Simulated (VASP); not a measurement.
All values below come from r2SCAN+rVV10, VASP's PBE PAW potentials (set 64) (plane waves; VASP).

Input for VASP

### INCAR
```
# general
SYSTEM    =  PtSe2
PREC      =  Accurate
ENCUT     =  520
LREAL     =  .False.
LASPH     =  .True.

# electronic loop
EDIFF     =  1E-7
NELM      =  100
ALGO      =  Normal   # blocked Davidson
LMAXMIX   =  6   # l cut-off of mixed one-centre charges
LMIXTAU   =  .True.

# smearing
ISMEAR    =  1
SIGMA     =  0.1

# functional
METAGGA   =  R2SCAN
LUSE_VDW  =  .True.
BPARAM    =  11.95
CPARAM    =  0.0093

# ions
IBRION    =  2
NSW       =  30
ISIF      =  4   # ions and shape, fixed volume
EDIFFG    =  -0.01   # ionic stop

# output
LWAVE     =  .False.
LCHARG    =  .False.
```

File KPOINTS:
```
Automatic mesh
0
gamma
  9 9 6
```

File POSCAR:
```
PtSe2
1
    1.9054119974    -3.3002706386     0.0000000000
    1.9054119974     3.3002706386     0.0000000000
    0.0000000000     0.0000000000     5.3645413364
Pt Se
1 2
Direct
  0.0000000000   0.0000000000   0.0000000000
  0.3333330000   0.6666670000   0.2466355333
  0.6666670000   0.3333330000   0.7533644667
```

POTCAR, in this order: Pt Se (PBE.64 set). Program: vasp_std.

Output of the run:

**OUTCAR**
```
 ion  position               nearest neighbor table
   1  0.000  0.000  0.000-   2 2.57   3 2.57   3 2.57   2 2.57   3 2.57   2 2.57
   2  0.333  0.667  0.247-   1 2.57   1 2.57   1 2.57
   3  0.667  0.333  0.753-   1 2.57   1 2.57   1 2.57
  LATTYP: Found a hexagonal cell.
 ALAT       =     3.8108242111
 C/A-ratio  =     1.4077115708
 Subroutine PRICEL returns:
 Original cell was already a primitive cell.
 Subroutine GETGRP returns: Found 12 space group operations
The static configuration has the point symmetry D_3d.
The dynamic configuration has the point symmetry D_3d.
 Subroutine INISYM returns: Found 12 space group operations
 Subroutine IBZKPT returns following result:
 Found     62 irreducible k-points:

 Following reciprocal coordinates:
            Coordinates               Weight
  0.000000  0.000000  0.000000      1.000000
  0.111111  0.000000  0.000000      6.000000
  0.222222  0.000000  0.000000      6.000000
  0.333333  0.000000  0.000000      6.000000
  0.444444  0.000000  0.000000      6.000000
  0.111111  0.111111  0.000000      6.000000
  0.222222  0.111111  0.000000     12.000000
  0.333333  0.111111  0.000000     12.000000
  0.444444  0.111111  0.000000      6.000000
  0.222222  0.222222  0.000000      6.000000
  0.333333  0.222222  0.000000     12.000000
  0.333333  0.333333  0.000000      2.000000
  0.000000  0.000000  0.166667      2.000000
  0.111111  0.000000  0.166667      6.000000
  0.000000  0.111111  0.166667      6.000000
  0.222222  0.000000  0.166667      6.000000
  0.000000  0.222222  0.166667      6.000000
  0.333333  0.000000  0.166667      6.000000
  0.000000  0.333333  0.166667      6.000000
  0.444444  0.000000  0.166667      6.000000
  0.000000  0.444444  0.166667      6.000000
  0.111111  0.111111  0.166667     12.000000
...
```

### OSZICAR
```
...
DAV:  11    -0.809326320227E+02   -0.95254E-03   -0.24390E-03  2000   0.549E-01    0.860E-02
DAV:  12    -0.809330928804E+02   -0.46086E-03   -0.12392E-03  1909   0.436E-01    0.365E-02
DAV:  13    -0.809335441617E+02   -0.45128E-03   -0.29670E-04  2014   0.196E-01    0.104E-02
DAV:  14    -0.809335523842E+02   -0.82225E-05   -0.88110E-05  2070   0.788E-02    0.890E-03
DAV:  15    -0.809335928987E+02   -0.40515E-04   -0.15809E-05  1986   0.442E-02    0.334E-03
DAV:  16    -0.809335947081E+02   -0.18094E-05   -0.85907E-07  2399   0.874E-03    0.159E-03
DAV:  17    -0.809335953922E+02   -0.68405E-06   -0.40143E-07  1979   0.668E-03    0.916E-04
DAV:  18    -0.809335952660E+02    0.12622E-06   -0.52793E-08  1028   0.229E-03    0.354E-04
DAV:  19    -0.809335953230E+02   -0.57029E-07   -0.13072E-08   993   0.119E-03
   1 F= -.80933595E+02 E0= -.80933819E+02  d E =-.809336E+02
       N       E                     dE             d eps       ncg     rms          rms(c)
DAV:   1    -0.809651996045E+02   -0.31604E-01   -0.29682E+00  1860   0.111E+01    0.827E-01
DAV:   2    -0.809719546391E+02   -0.67550E-02   -0.10056E-01  2175   0.226E+00    0.355E-01
DAV:   3    -0.809713480193E+02    0.60662E-03   -0.68729E-03  2140   0.680E-01    0.179E-01
DAV:   4    -0.809715817257E+02   -0.23371E-03   -0.24980E-03  1965   0.411E-01    0.594E-02
DAV:   5    -0.809718961666E+02   -0.31444E-03   -0.77021E-04  1972   0.258E-01    0.326E-02
DAV:   6    -0.809719814765E+02   -0.85310E-04   -0.36516E-04  1874   0.174E-01    0.221E-02
DAV:   7    -0.809721098323E+02   -0.12836E-03   -0.78560E-05  1958   0.841E-02    0.524E-03
DAV:   8    -0.809721100659E+02   -0.23353E-06   -0.24232E-06  2364   0.148E-02    0.170E-03
DAV:   9    -0.809721095951E+02    0.47078E-06   -0.17562E-06  1902   0.134E-02    0.170E-03
DAV:  10    -0.809721106734E+02   -0.10783E-05   -0.76361E-07  1902   0.891E-03    0.410E-04
DAV:  11    -0.809721107160E+02   -0.42613E-07   -0.25257E-08  1119   0.163E-03
   2 F= -.80972111E+02 E0= -.80972311E+02  d E =-.385154E-01
       N       E                     dE             d eps       ncg     rms          rms(c)
DAV:   1    -0.809819295655E+02   -0.98189E-02   -0.63149E+00  1860   0.163E+01    0.130E+00
DAV:   2    -0.809960943560E+02   -0.14165E-01   -0.21386E-01  2196   0.334E+00    0.558E-01
DAV:   3    -0.809945345465E+02    0.15598E-02   -0.14832E-02  2105   0.102E+00    0.279E-01
DAV:   4    -0.809951250090E+02   -0.59046E-03   -0.55820E-03  2049   0.616E-01    0.853E-02
DAV:   5    -0.809957657811E+02   -0.64077E-03   -0.14496E-03  1986   0.355E-01    0.466E-02
DAV:   6    -0.809958510444E+02   -0.85263E-04   -0.71692E-04  1860   0.245E-01    0.321E-02
DAV:   7    -0.809961479235E+02   -0.29688E-03   -0.19674E-04  1902   0.132E-01    0.813E-03
DAV:   8    -0.809961492673E+02   -0.13438E-05   -0.82341E-06  2371   0.291E-02    0.267E-03
DAV:   9    -0.809961493130E+02   -0.45672E-07   -0.55581E-06  1888   0.245E-02    0.281E-03
DAV:  10    -0.809961520872E+02   -0.27742E-05   -0.20181E-06  1881   0.149E-02    0.720E-04
DAV:  11    -0.809961522599E+02   -0.17275E-06   -0.83375E-08  1553   0.309E-03    0.240E-04
DAV:  12    -0.809961522587E+02    0.12524E-08   -0.96684E-09  1007   0.921E-04
   3 F= -.80996152E+02 E0= -.80996197E+02  d E =-.625569E-01
       N       E                     dE             d eps       ncg     rms          rms(c)
DAV:   1    -0.809961820470E+02   -0.29787E-04   -0.30953E-02  1860   0.113E+00    0.902E-02
DAV:   2    -0.809962375059E+02   -0.55459E-04   -0.10427E-03  2161   0.236E-01    0.407E-02
DAV:   3    -0.809962313296E+02    0.61763E-05   -0.83131E-05  2119   0.759E-02    0.200E-02
DAV:   4    -0.809962360065E+02   -0.46768E-05   -0.29932E-05  2021   0.452E-02    0.678E-03
DAV:   5    -0.809962395307E+02   -0.35242E-05   -0.90715E-06  1944   0.279E-02    0.345E-03
DAV:   6    -0.809962405072E+02   -0.97652E-06   -0.41065E-06  1881   0.186E-02    0.262E-03
DAV:   7    -0.809962418596E+02   -0.13524E-05   -0.83932E-07  2000   0.860E-03    0.510E-04
DAV:   8    -0.809962418555E+02    0.41075E-08   -0.31155E-08  1231   0.162E-03
   4 F= -.80996242E+02 E0= -.80996285E+02  d E =-.626465E-01
       N       E                     dE             d eps       ncg     rms          rms(c)
DAV:   1    -0.810223440550E+02   -0.26102E-01   -0.12199E+00  1902   0.803E+00    0.744E-01
DAV:   2    -0.810040196493E+02    0.18324E-01   -0.50283E-02  2014   0.197E+00    0.374E-01
DAV:   3    -0.810028084033E+02    0.12112E-02   -0.94712E-03  2210   0.839E-01    0.190E-01
DAV:   4    -0.810025993952E+02    0.20901E-03   -0.27891E-03  2154   0.415E-01    0.812E-02
DAV:   5    -0.810026503166E+02   -0.50921E-04   -0.41772E-04  2126   0.170E-01    0.363E-02
DAV:   6    -0.810026504263E+02   -0.10968E-06   -0.22438E-04  1930   0.140E-01    0.163E-02
DAV:   7    -0.810027512411E+02   -0.10081E-03   -0.85427E-05  1895   0.890E-02    0.576E-03
DAV:   8    -0.810027599091E+02   -0.86680E-05   -0.69665E-06  2035   0.298E-02    0.211E-03
DAV:   9    -0.810027607240E+02   -0.81490E-06   -0.18262E-06  2056   0.145E-02    0.112E-03
DAV:  10    -0.810027612223E+02   -0.49836E-06   -0.55697E-07  1937   0.768E-03    0.348E-04
DAV:  11    -0.810027612834E+02   -0.61057E-07   -0.66400E-08  1364   0.305E-03
   5 F= -.81002761E+02 E0= -.81002809E+02  d E =-.651943E-02
       N       E                     dE             d eps       ncg     rms          rms(c)
DAV:   1    -0.810109277179E+02   -0.81665E-02   -0.44514E-01  1909   0.485E+00    0.446E-01
DAV:   2    -0.810042955319E+02    0.66322E-02   -0.18114E-02  2021   0.118E+00    0.225E-01
DAV:   3    -0.810038660915E+02    0.42944E-03   -0.34485E-03  2210   0.506E-01    0.115E-01
DAV:   4    -0.810037878249E+02    0.78267E-04   -0.99584E-04  2161   0.248E-01    0.492E-02
DAV:   5    -0.810038043116E+02   -0.16487E-04   -0.15336E-04  2105   0.103E-01    0.218E-02
DAV:   6    -0.810038042832E+02    0.28423E-07   -0.82257E-05  1937   0.849E-02    0.991E-03
DAV:   7    -0.810038409919E+02   -0.36709E-04   -0.31281E-05  1923   0.539E-02    0.347E-03
DAV:   8    -0.810038439474E+02   -0.29555E-05   -0.26251E-06  2014   0.183E-02    0.125E-03
DAV:   9    -0.810038443636E+02   -0.41624E-06   -0.67505E-07  2077   0.886E-03    0.667E-04
DAV:  10    -0.810038444878E+02   -0.12415E-06   -0.18905E-07  1652   0.449E-03    0.201E-04
DAV:  11    -0.810038445237E+02   -0.35921E-07   -0.25206E-08  1070   0.177E-03
   6 F= -.81003845E+02 E0= -.81003895E+02  d E =-.760267E-02
       N       E                     dE             d eps       ncg     rms          rms(c)
DAV:   1    -0.810038616831E+02   -0.17195E-04   -0.12367E-03  1916   0.256E-01    0.233E-02
DAV:   2    -0.810038430794E+02    0.18604E-04   -0.49319E-05  2049   0.617E-02    0.118E-02
DAV:   3    -0.810038417643E+02    0.13151E-05   -0.96255E-06  2196   0.267E-02    0.606E-03
DAV:   4    -0.810038415689E+02    0.19539E-06   -0.27129E-06  2189   0.130E-02    0.260E-03
DAV:   5    -0.810038417070E+02   -0.13807E-06   -0.41508E-07  2084   0.541E-03    0.115E-03
DAV:   6    -0.810038417942E+02   -0.87228E-07   -0.22130E-07  1514   0.451E-03
   7 F= -.81003842E+02 E0= -.81003892E+02  d E =-.759994E-02
       N       E                     dE             d eps       ncg     rms          rms(c)
DAV:   1    -0.810038522674E+02   -0.10560E-04   -0.36049E-03  1860   0.382E-01    0.301E-02
DAV:   2    -0.810038588475E+02   -0.65801E-05   -0.11999E-04  2196   0.785E-02    0.139E-02
DAV:   3    -0.810038577227E+02    0.11248E-05   -0.91531E-06  2091   0.255E-02    0.663E-03
DAV:   4    -0.810038573503E+02    0.37238E-06   -0.35267E-06  2007   0.160E-02    0.246E-03
DAV:   5    -0.810038579211E+02   -0.57079E-06   -0.15177E-06  1930   0.116E-02    0.115E-03
DAV:   6    -0.810038582217E+02   -0.30062E-06   -0.38274E-07  1913   0.579E-03    0.806E-04
DAV:   7    -0.810038582573E+02   -0.35615E-07   -0.21914E-08   958   0.152E-03
   8 F= -.81003858E+02 E0= -.81003909E+02  d E =-.164632E-04
```

### OUTCAR
```
------------------------ aborting loop because EDIFF is reached ----------------------------------------
  FORCE on cell =-STRESS in cart. coord.  units (eV):
  Direction    XX          YY          ZZ          XY          YZ          ZX
  --------------------------------------------------------------------------------------
  Total       -0.3845442     -0.3845442     -0.3730585      0.0000000      0.0000000      0.0000000
  in kB       -9.1317872     -9.1317882     -8.8590363      0.0000000      0.0000000      0.0000000
  external PRESSURE =      -9.0408706 kB  Pullay stress =       0.0000000 kB
  volume of cell :       67.47
      direct lattice vectors                 reciprocal lattice vectors
     1.862878944 -3.226601142 -0.000000000     0.268401767 -0.154961825 -0.000000000
     1.862878944  3.226601142 -0.000000000     0.268401767  0.154961825  0.000000000
    -0.000000000 -0.000000000  5.612303261     0.000000000  0.000000000  0.178179965
 POSITION                                       TOTAL-FORCE (eV/Angst)
 -----------------------------------------------------------------------------------
      3.72576     -0.00000      5.61230        -0.000000     -0.000000     -0.000000
      1.86288      1.07554      1.30958         0.000000     -0.000000      0.004462
      1.86288     -1.07554      4.30273        -0.000000      0.000000     -0.004462
 -----------------------------------------------------------------------------------
    total drift:                                0.000000      0.000000      0.000000
  FREE ENERGIE OF THE ION-ELECTRON SYSTEM (eV)
  ---------------------------------------------------
  free  energy   TOTEN  =       -81.0038582573 eV

  energy  without entropy=      -81.0040110432  energy(sigma->0) =      -81.00390919

 reached required accuracy - stopping structural energy minimisation
```
(Selected blocks of OUTCAR.)

File CONTCAR:
```
PtSe2
   1.00000000000000
     1.8628789439026547   -3.2266011419519480   -0.0000000000000000
     1.8628789439026547    3.2266011419519480   -0.0000000000000000
    -0.0000000000000000   -0.0000000000000000    5.6123032605581926
  Pt              Se
     1     2
Direct
     1.0000000000000000    1.0000000000000000    1.0000000000000000
     0.3333330000000032    0.6666669999999968    0.2333404362693674
     0.6666669999999968    0.3333330000000032    0.7666595637306326
```

The compound is PtSe2 in the 1T layered structure. This cell is one point of a volume scan, at 1.06 of the reference volume. Symmetry was kept, so distortions that lower it aren't found.
